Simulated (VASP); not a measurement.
These are PBE GGA with D3 dispersion (Becke-Johnson damping), VASP's PBE PAW potentials (set 64) (plane waves; VASP 6.6.1) values and carry that method's errors.

VASP ran on this input.

### POSCAR
```
Pt
1
    0.0000000000     1.9623776456     1.9623776456
    1.9623776456    -0.0000000000     1.9623776456
    1.9623776456     1.9623776456    -0.0000000000
Pt
1
Direct
  0.0000000000   0.0000000000   0.0000000000
```

INCAR:
```
# general
SYSTEM   =  Pt
PREC     =  Accurate
ENCUT    =  520
LREAL    =  F
LASPH    =  T

# electronic loop
EDIFF    =  1E-7
NELM     =  100
ALGO     =  Normal
LMAXMIX  =  6

# smearing
ISMEAR   =  -5

# functional
GGA      =  PE
IVDW     =  12

# ions
ISIF     =  2

# output
LWAVE    =  F
LCHARG   =  T
LORBIT   =  11
NEDOS    =  601
```

File KPOINTS:
```
Automatic
0
G
18 18 18
0 0 0
```

POTCAR, in this order: Pt (PBE.64 set). Program: vasp_std.

Output

File OSZICAR:
```
       N       E                     dE             d eps       ncg     rms          rms(c)
DAV:   1     0.369582359680E+02    0.36958E+02   -0.55958E+03  3662   0.104E+03
DAV:   2    -0.604775326727E+01   -0.43006E+02   -0.41714E+02  3743   0.187E+02
DAV:   3    -0.646157100953E+01   -0.41382E+00   -0.41069E+00  4134   0.187E+01
DAV:   4    -0.646292992170E+01   -0.13589E-02   -0.13573E-02  4129   0.114E+00
DAV:   5    -0.646293831946E+01   -0.83978E-05   -0.83673E-05  3999   0.810E-02    0.128E+01
DAV:   6    -0.612730535352E+01    0.33563E+00   -0.87224E-01  3599   0.851E+00    0.681E+00
DAV:   7    -0.608694089486E+01    0.40364E-01   -0.15806E-01  3733   0.351E+00    0.255E+00
DAV:   8    -0.608355353655E+01    0.33874E-02   -0.66678E-03  3756   0.806E-01    0.512E-01
DAV:   9    -0.608334795881E+01    0.20558E-03   -0.17789E-04  3704   0.135E-01    0.192E-02
DAV:  10    -0.608334737097E+01    0.58784E-06   -0.31031E-06  4214   0.148E-02    0.355E-03
DAV:  11    -0.608334734616E+01    0.24813E-07   -0.33803E-08  2887   0.196E-03
   1 F= -.68608373E+01 E0= -.68608373E+01  d E =0.000000E+00
```

**OUTCAR**
```
------------------------ aborting loop because EDIFF is reached ----------------------------------------
 Edisp (eV)   -0.77749
  FORCE on cell =-STRESS in cart. coord.  units (eV):
  Direction    XX          YY          ZZ          XY          YZ          ZX
  --------------------------------------------------------------------------------------
  Total       0.01961     0.01961     0.01961     0.00000     0.00000     0.00000
  in kB       2.07902     2.07902     2.07902     0.00000     0.00000     0.00000
  external pressure =        2.08 kB  Pullay stress =        0.00 kB
  volume of cell :       15.11
      direct lattice vectors                 reciprocal lattice vectors
     0.000000000  1.962377646  1.962377646    -0.254792955  0.254792955  0.254792955
     1.962377646  0.000000000  1.962377646     0.254792955 -0.254792955  0.254792955
     1.962377646  1.962377646  0.000000000     0.254792955  0.254792955 -0.254792955
 POSITION                                       TOTAL-FORCE (eV/Angst)
 -----------------------------------------------------------------------------------
      0.00000      0.00000      0.00000        -0.000000      0.000000     -0.000000
 -----------------------------------------------------------------------------------
    total drift:                               -0.000000      0.000000     -0.000000
  FREE ENERGIE OF THE ION-ELECTRON SYSTEM (eV)
  ---------------------------------------------------
  free  energy   TOTEN  =        -6.8608372758 eV

  energy  without entropy=       -6.8608372758  energy(sigma->0) =       -6.86083728

 total charge

# of ion       s       p       d       tot
------------------------------------------
    1        0.637   0.610   8.046   9.293
```
(Selected blocks of OUTCAR.)

For a metal the tetrahedron method with Blöchl corrections gives inexact stress and forces.

The compound is Pt in the fcc structure. It was relaxed first.
